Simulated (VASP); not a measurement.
# Sr2SO (P4/mmm) in VASP: equation of state

Aim: energy against volume of Sr2SO in PBE, for its equilibrium volume and stiffness.

Everything below comes from runs of VASP 6.6.1. Logs are shortened: lines on timing, memory, paths and dates and some standing lists are left out, and cuts for length are marked.

### Step 1. The structure

It takes space group P4/mmm (No. 123, tetragonal). The conventional cell has a = 4.043 Å, b = 4.043 Å, c = 5.718 Å, α = 90.00°, β = 90.00°, γ = 90.00°. Sr (site symmetry 4/mmm) is surrounded by 2 O at 2.86 Å and 4 S at 2.86 Å. Sr (site symmetry 4/mmm) is surrounded by 2 S at 2.86 Å and 4 O at 2.86 Å. Around S (site symmetry 4/mmm) lie 6 Sr at 2.86 Å. O (site symmetry 4/mmm) has 6 Sr at 2.86 Å as nearest neighbours.

The cell comes from a database or a generator and needn't be the stable form of this composition.

### Step 2. Equation of state, PBE, 21.97 Å³/atom (volume scaled by 0.94)

The input, INCAR:

```
ALGO     = Normal         # electronic algorithm
EDIFF    = 1E-7           # SCF threshold, eV
ENCUT    = 520            # plane-wave cutoff, eV
GGA      = PE             # functional
ISIF     = 2              # what is computed and relaxed
ISMEAR   = -1             # smearing method
LASPH    = T              # aspherical terms in the spheres
LCHARG   = F              # write CHGCAR
LREAL    = F              # projectors in reciprocal space
LWAVE    = F              # write WAVECAR
NBANDS   = 24             # bands
NELM     = 80             # most SCF steps
PREC     = Accurate       # precision mode
SIGMA    = 0.05           # smearing width, eV
```

The input, KPOINTS:

```
k-points
0
Gamma
  7 7 5
```

The input, POSCAR:

```
Sr2SO
1.0
    3.9606987994      0.0000000000      0.0000000000
    0.0000000000      3.9606987994      0.0000000000
    0.0000000000      0.0000000000      5.6012733696
Sr S O
2 1 1
Direct
    0.5000000000      0.5000000000      0.5000000000
    0.0000000000      0.0000000000      0.0000000000
    0.0000000000      0.0000000000      0.5000000000
    0.5000000000      0.5000000000      0.0000000000
```

Potentials or basis: VASP PAW PBE potentials, release 64 (Sr_sv, S, O).

The run is started by

```console
cat potpaw_PBE.64/Sr_sv/POTCAR potpaw_PBE.64/S/POTCAR potpaw_PBE.64/O/POTCAR > POTCAR
mpirun -np 1 vasp_std > vasp.out
```

OUTCAR:

```text
EDIFF = 1E-7
   ENCUT = 520
   GGA = PE
   ISIF = 2
   ISMEAR = -1
   LASPH = T
   LREAL = F
   NELM = 80
   PREC = Accurate

 Found     30 irreducible k-points:

 Following reciprocal coordinates:
            Coordinates               Weight
  0.000000  0.000000  0.000000      1.000000
  0.142857  0.000000  0.000000      4.000000
  0.285714  0.000000  0.000000      4.000000
  0.428571  0.000000  0.000000      4.000000
  0.142857  0.142857  0.000000      4.000000
  0.285714  0.142857  0.000000      8.000000
   k-points           NKPTS =     30   k-points in BZ     NKDIM =     30   number of bands    NBANDS=     24
   number of dos      NEDOS =    301   number of ions     NIONS =      4
   total plane-waves  NPLWV =  37800
   dimension x,y,z NGX =    30 NGY =   30 NGZ =   42
   dimension x,y,z NGXF=    60 NGYF=   60 NGZF=   84
   ions per type =               2   1   1
   NGX,Y,Z   is equivalent  to a cutoff of  12.59, 12.59, 12.47 a.u.
   NGXF,Y,Z  is equivalent  to a cutoff of  25.18, 25.18, 24.93 a.u.
 SYSTEM =  unknown system
   PREC   = accura    normal or accurate (medium, high low for compatibility)
   ISTART =      0    job   : 0-new  1-cont  2-samecut
   ICHARG =      2    charge: 1-file 2-atom 10-const
   ISPIN  =      1    spin polarized calculation?
   LNONCOLLINEAR =      F non collinear calculations
   LSORBIT =      F    spin-orbit coupling
   LASPH  =      T    aspherical Exc in radial PAW
   ENCUT  =  520.0 eV  38.22 Ry    6.18 a.u.   7.36  7.36 10.41*2*pi/ulx,y,z
   NELM   =     80;   NELMIN=  2; NELMDL= -5     # of ELM steps
   EDIFF  = 0.1E-06   stopping-criterion for ELM
   LREAL  =      F    real-space projection
   EDIFFG = 0.1E-05   stopping-criterion for IOM
   NSW    =      0    number of steps for IOM
   IBRION =     -1    ionic relax: 0-MD 1-quasi-New 2-CG
   NFREE  =      0    steps in history (QN), initial steepest desc. (CG)
   ISIF   =      2    stress and relaxation
   ISYM   =      2    0-nonsym 1-usesym 2-fastsym
   POTIM  = 0.5000    time-step for ionic-motion
   TEBEG  =    0.0;   TEEND  =   0.0 temperature during run
   PSTRESS=    0.0 pullay stress
   NELECT =      32.0000    total number of electrons
   NUPDOWN=      -1.0000    fix difference up-down
   EMIN   =  10.00;   EMAX   =-10.00  energy-range for DOS
   EFERMI =   0.00;   METHOD = LEGACY
   ISMEAR =    -1;   SIGMA  =   0.05  broadening in eV -4-tet -1-fermi 0-gaus
   EFERMI_NEDOS =   21; number of points for ismear=-14 and -15
   IALGO  =     38    algorithm
   IMIX   =      4    mixing-type and parameters
     AMIX     =   0.40;   BMIX     =  1.00
     AMIX_MAG =   1.60;   BMIX_MAG =  1.00
  volume/ion in A,a.u.               =      21.97       148.24
  Fermi-wavevector in a.u.,A,eV,Ry     =   1.169090  2.209260 18.596061  1.366772
  Thomas-Fermi vector in A             =   2.305568
   LORBIT       =      0    0 simple, 1 ext, 2 COOP (PROOUT), +10 PAW based schemes
   GGA     = PE    functional components
   LHFCALC =     F    Hartree Fock is set to
   AEXX    =    0.0000 exact exchange contribution
   IVDW    =     0    specifies the selected vdW correction
   LEPSILON=     F    determine dielectric tensor
   LRPA    =     F    only Hartree local field effects (RPA)
 non-spin polarized calculation
  energy-cutoff  :      520.00
  volume of cell :       87.87
 maximum number of plane-waves:      2405
 NGX is ok and might be reduce to    30
   NGX = 15   NGY = 15   NGZ = 21

 number of electron      31.9999999 magnetization

 Free energy of the ion-electron system (eV)
  ---------------------------------------------------
  ext. energy  EPLUGINS =         0.00000000
  ---------------------------------------------------
  free energy    TOTEN  =       -21.15298548 eV

  energy without entropy =      -21.15298548  energy(sigma->0) =      -21.15298548

 E-fermi :   3.1506     XC(G=0):  -9.3941

 val. band max:        2.1154254814   @ k =   0.0000   0.0000   0.0000
 cond. band min:       4.2495750697   @ k =   0.0000   0.0000   0.0000
 fundamental gap:      2.1341495883
 Fermi energy:         3.1505993726

 k-point     1 :       0.0000    0.0000    0.0000
  band No.  band energies     occupation
      1     -31.1554      2.00000
      2     -31.0640      2.00000
      3     -13.5496      2.00000
      4     -13.2342      2.00000
      5     -13.2342      2.00000
      6     -13.0041      2.00000
[... 16 lines left out ...]
     23       7.7394      0.00000
     24       9.5705      0.00000

 k-point     2 :       0.1429    0.0000    0.0000
  band No.  band energies     occupation
      1     -31.1505      2.00000
      2     -31.0627      2.00000
      3     -13.5256      2.00000
      4     -13.3686      2.00000
      5     -13.2378      2.00000
      6     -13.2165      2.00000
[... 16 lines left out ...]
     23       8.3062      0.00000
     24       9.9827      0.00000

 k-point     3 :       0.2857    0.0000    0.0000
  band No.  band energies     occupation
      1     -31.1392      2.00000
      2     -31.0600      2.00000
      3     -13.6204      2.00000
      4     -13.5469      2.00000
      5     -13.4650      2.00000
      6     -13.1732      2.00000
[... 16 lines left out ...]
     23       8.9459      0.00000
     24       9.8238      0.00000

 k-point     4 :       0.4286    0.0000    0.0000
  band No.  band energies     occupation
      1     -31.1297      2.00000
      2     -31.0582      2.00000
      3     -13.7801      2.00000
      4     -13.7479      2.00000
      5     -13.4049      2.00000
      6     -13.1318      2.00000
[... 16 lines left out ...]
     23       9.2389      0.00000
     24       9.3117      0.00000

 k-point     5 :       0.1429    0.1429    0.0000
  band No.  band energies     occupation
      1     -31.1460      2.00000
      2     -31.0611      2.00000
      3     -13.5040      2.00000
      4     -13.3847      2.00000
      5     -13.3246      2.00000
      6     -13.2930      2.00000
[... 16 lines left out ...]
     23       9.0558      0.00000
     24       9.2362      0.00000

 k-point     6 :       0.2857    0.1429    0.0000
  band No.  band energies     occupation
      1     -31.1356      2.00000
      2     -31.0577      2.00000
      3     -13.5745      2.00000
      4     -13.5399      2.00000
      5     -13.4501      2.00000
      6     -13.2566      2.00000
[... 16 lines left out ...]
     23       8.8068      0.00000
     24       9.7934      0.00000

 [... further k-points ...]
[... 5 lines left out ...]
  --------------------------------------------------------------------------------------
  -------------------------------------------------------------------------------------
  Total        2.2350318      2.2350318      2.3215606      0.0000000      0.0000000      0.0000000
  in kB       40.7534030     40.7534030     42.3311632      0.0000000      0.0000000      0.0000000
  external PRESSURE =      41.2793230 kB  Pullay stress =       0.0000000 kB

 VOLUME and BASIS-vectors are now :
 -----------------------------------------------------------------------------
  energy-cutoff  :      520.00
  volume of cell :       87.87
      direct lattice vectors                 reciprocal lattice vectors
     3.960698799  0.000000000  0.000000000     0.252480699  0.000000000  0.000000000
     0.000000000  3.960698799  0.000000000     0.000000000  0.252480699  0.000000000
     0.000000000  0.000000000  5.601273370     0.000000000  0.000000000  0.178530833

 POSITION                                       TOTAL-FORCE (eV/Angst)
 -----------------------------------------------------------------------------------
      1.98035      1.98035      2.80064         0.000000      0.000000      0.000000
      0.00000      0.00000      0.00000         0.000000      0.000000      0.000000
      0.00000      0.00000      2.80064         0.000000      0.000000      0.000000
      1.98035      1.98035      0.00000         0.000000      0.000000      0.000000
 -----------------------------------------------------------------------------------
    total drift:                                0.000000      0.000000     -0.000000

  FREE ENERGIE OF THE ION-ELECTRON SYSTEM (eV)
  ---------------------------------------------------
  free  energy   TOTEN  =       -21.1529854788 eV

  energy  without entropy=      -21.1529854787  energy(sigma->0) =      -21.15298548
```

It took 43 s on 1 thread of Intel Xeon Platinum 8488C (Sapphire Rapids), shared host; peak memory 0.22 GiB.

Results:

```yaml
Free_energy: -21.1530 eV
Pressure: 4.1 GPa
Band_gap_on_the_k_mesh: 2.13 eV, direct
```

Caveat: an odd mesh through Γ misses points on the zone boundary, where band edges often lie.

### Step 3. Equation of state, PBE, 22.43 Å³/atom (volume scaled by 0.96)

The input, INCAR:

```
SYSTEM = Sr2SO
  ALGO = Normal
  EDIFF = 1E-7
  ENCUT = 520
  GGA = PE
  ISIF = 2
  ISMEAR = -1
  LASPH = .TRUE.
  LCHARG = .FALSE.
  LREAL = .FALSE.
  LWAVE = .FALSE.
  NBANDS = 24
  NELM = 60
  PREC = Accurate
  SIGMA = 0.05
```

The input, KPOINTS:

```
k-points
0
G
  7 7 5
  0 0 0
```

The input, POSCAR:

```
Sr2SO
1.0
    3.9885919635      0.0000000000      0.0000000000
    0.0000000000      3.9885919635      0.0000000000
    0.0000000000      0.0000000000      5.6407202564
Sr S O
2 1 1
Direct
    0.5000000000      0.5000000000      0.5000000000
    0.0000000000      0.0000000000      0.0000000000
    0.0000000000      0.0000000000      0.5000000000
    0.5000000000      0.5000000000      0.0000000000
```

Potentials or basis: VASP PAW PBE potentials, release 64 (Sr_sv, S, O).

The run is started by

```console
cat potpaw_PBE.64/Sr_sv/POTCAR potpaw_PBE.64/S/POTCAR potpaw_PBE.64/O/POTCAR > POTCAR
mpirun -np 1 vasp_std > vasp.out
```

Run time: 45 s. Hardware: 1 thread of Intel Xeon Platinum 8488C (Sapphire Rapids), shared host; peak memory 0.22 GiB.

The run converged. Its results:

| Quantity | Value |
| --- | --- |
| Free energy | -21.1928 eV |
| Pressure | 2.6 GPa |
| Band gap on the k mesh | 2.16 eV, direct |

Caveat: an odd mesh through Γ misses points on the zone boundary, where band edges often lie.

### Step 4. Equation of state, PBE, 22.90 Å³/atom (volume scaled by 0.98)

The input, INCAR:

```
PREC     = Accurate       # precision mode
ENCUT    = 520            # plane-wave cutoff, eV
EDIFF    = 1E-7           # SCF threshold, eV
ISMEAR   = -1             # smearing method
SIGMA    = 0.05           # smearing width, eV
LREAL    = F              # projectors in reciprocal space
LASPH    = T              # aspherical terms in the spheres
NELM     = 100            # most SCF steps
ALGO     = Normal         # electronic algorithm
ISIF     = 2              # what is computed and relaxed
LWAVE    = F              # write WAVECAR
LCHARG   = F              # write CHGCAR
GGA      = PE             # functional
NBANDS   = 24             # bands
```

The input, KPOINTS:

```
Automatic mesh
0
Gamma
  7 7 5
```

The input, POSCAR:

```
Sr2SO
1.0
    4.0161003636      0.0000000000      0.0000000000
    0.0000000000      4.0161003636      0.0000000000
    0.0000000000      0.0000000000      5.6796230048
Sr S O
2 1 1
Direct
    0.5000000000      0.5000000000      0.5000000000
    0.0000000000      0.0000000000      0.0000000000
    0.0000000000      0.0000000000      0.5000000000
    0.5000000000      0.5000000000      0.0000000000
```

The run is started by

```console
cat potpaw_PBE.64/Sr_sv/POTCAR potpaw_PBE.64/S/POTCAR potpaw_PBE.64/O/POTCAR > POTCAR
mpirun -np 1 vasp_std > vasp.out
```

It took 44 s on 1 thread of Intel Xeon Platinum 8488C (Sapphire Rapids), shared host; peak memory 0.22 GiB.

The run converged. Its results:

| Property | Result |
| --- | --- |
| Free energy | -21.2158 eV |
| Pressure | 1.2 GPa |
| Band gap on the k mesh | 2.17 eV, direct |

Caveat: an odd mesh through Γ misses points on the zone boundary, where band edges often lie.

### Step 5. Equation of state, PBE, 23.84 Å³/atom (volume scaled by 1.02)

The input, INCAR:

```
PREC = Accurate
ENCUT = 520
EDIFF = 1E-7
ISMEAR = -1
SIGMA = 0.05
LREAL = F
LASPH = T
NELM = 60
ALGO = Normal
ISIF = 2
LWAVE = F
LCHARG = F
GGA = PE
NBANDS = 24
```

The input, KPOINTS:

```
regular mesh
0
Gamma
  7 7 5
```

The input, POSCAR:

```
Sr2SO
1.0
    4.0700141843      0.0000000000      0.0000000000
    0.0000000000      4.0700141843      0.0000000000
    0.0000000000      0.0000000000      5.7558686533
Sr S O
2 1 1
Direct
    0.5000000000      0.5000000000      0.5000000000
    0.0000000000      0.0000000000      0.0000000000
    0.0000000000      0.0000000000      0.5000000000
    0.5000000000      0.5000000000      0.0000000000
```

The run is started by

```console
cat potpaw_PBE.64/Sr_sv/POTCAR potpaw_PBE.64/S/POTCAR potpaw_PBE.64/O/POTCAR > POTCAR
mpirun -np 1 vasp_std > vasp.out
```

It took 46 s on 1 thread of Intel Xeon Platinum 8488C (Sapphire Rapids), shared host; peak memory 0.23 GiB.

It converged, with:

- Free energy: -21.2179 eV
- Pressure: -1.1 GPa
- Band gap on the k mesh: 2.21 eV, direct

Caveat: an odd mesh through Γ misses points on the zone boundary, where band edges often lie.

### Step 6. Equation of state, PBE, 24.30 Å³/atom (volume scaled by 1.04)

The input, INCAR:

```
SYSTEM = Sr2SO
PREC = Accurate
ENCUT = 520
EDIFF = 1E-7
ISMEAR = -1
SIGMA = 0.05
LREAL = .FALSE.
LASPH = .TRUE.
NELM = 80
ALGO = Normal
ISIF = 2
LWAVE = .FALSE.
LCHARG = .FALSE.
GGA = PE
NBANDS = 24
```

The input, KPOINTS:

```
regular mesh
0
G
  7 7 5
  0 0 0
```

The input, POSCAR:

```
Sr2SO
1.0
    4.0964435884      0.0000000000      0.0000000000
    0.0000000000      4.0964435884      0.0000000000
    0.0000000000      0.0000000000      5.7932454710
Sr S O
2 1 1
Direct
    0.5000000000      0.5000000000      0.5000000000
    0.0000000000      0.0000000000      0.0000000000
    0.0000000000      0.0000000000      0.5000000000
    0.5000000000      0.5000000000      0.0000000000
```

Potentials or basis: VASP PAW PBE potentials, release 64 (Sr_sv, S, O).

The run is started by

```console
cat potpaw_PBE.64/Sr_sv/POTCAR potpaw_PBE.64/S/POTCAR potpaw_PBE.64/O/POTCAR > POTCAR
mpirun -np 1 vasp_std > vasp.out
```

Run time: 48 s. Hardware: 1 thread of Intel Xeon Platinum 8488C (Sapphire Rapids), shared host; peak memory 0.23 GiB.

Results (log left out):

```yaml
Free_energy: -21.1999 eV
Pressure: -2.1 GPa
Band_gap_on_the_k_mesh: 2.22 eV, direct
```

Caveat: an odd mesh through Γ misses points on the zone boundary, where band edges often lie.

### Step 7. Equation of state, PBE, 24.77 Å³/atom (volume scaled by 1.06)

The input, INCAR:

```
SYSTEM = Sr2SO
PREC     = Accurate       ! precision mode
ENCUT    = 520            ! plane-wave cutoff, eV
EDIFF    = 1E-7           ! SCF threshold, eV
ISMEAR   = -1             ! smearing method
SIGMA    = 0.05           ! smearing width, eV
LREAL    = .False.        ! projectors in reciprocal space
LASPH    = .True.         ! aspherical terms in the spheres
NELM     = 80             ! most SCF steps
ALGO     = Normal         ! electronic algorithm
ISIF     = 2              ! what is computed and relaxed
LWAVE    = .False.        ! write WAVECAR
LCHARG   = .False.        ! write CHGCAR
GGA      = PE             ! functional
NBANDS   = 24             ! bands
```

The input, KPOINTS:

```
regular mesh
0
Gamma
  7 7 5
  0 0 0
```

The input, POSCAR:

```
Sr2SO
1.0
    4.1225362893      0.0000000000      0.0000000000
    0.0000000000      4.1225362893      0.0000000000
    0.0000000000      0.0000000000      5.8301461186
Sr S O
2 1 1
Direct
    0.5000000000      0.5000000000      0.5000000000
    0.0000000000      0.0000000000      0.0000000000
    0.0000000000      0.0000000000      0.5000000000
    0.5000000000      0.5000000000      0.0000000000
```

The run is started by

```console
cat potpaw_PBE.64/Sr_sv/POTCAR potpaw_PBE.64/S/POTCAR potpaw_PBE.64/O/POTCAR > POTCAR
mpirun -np 1 vasp_std > vasp.out
```

Run time: 46 s. Hardware: 1 thread of Intel Xeon Platinum 8488C (Sapphire Rapids), shared host; peak memory 0.24 GiB.

Results (log left out):

| Item | Value |
| --- | --- |
| Free energy | -21.1709 eV |
| Pressure | -3.0 GPa |
| Band gap on the k mesh | 2.23 eV, direct |

Caveat: an odd mesh through Γ misses points on the zone boundary, where band edges often lie.

### Step 8. Equation of state, PBE

Potentials or basis: VASP PAW PBE potentials, release 64 (Sr_sv, S, O).

This step only gathers the single runs of the series.

What came out:

* Equilibrium volume: 23.40 Å³/atom
* Bulk modulus at fixed shape and positions: 58 GPa
* Pressure derivative of the bulk modulus: 4.3

Energy against volume, from the lowest point:
```tsv
volume (Å³/atom)	energy (meV/atom)
21.967	17.67
22.434	7.71
22.902	1.96
23.369	0.00
23.837	1.44
24.304	5.95
24.771	13.20
```

Caveat: the cell was scaled at fixed shape and fractional positions, which overstates the stiffness of a crystal with free parameters, most of all of layers and chains.
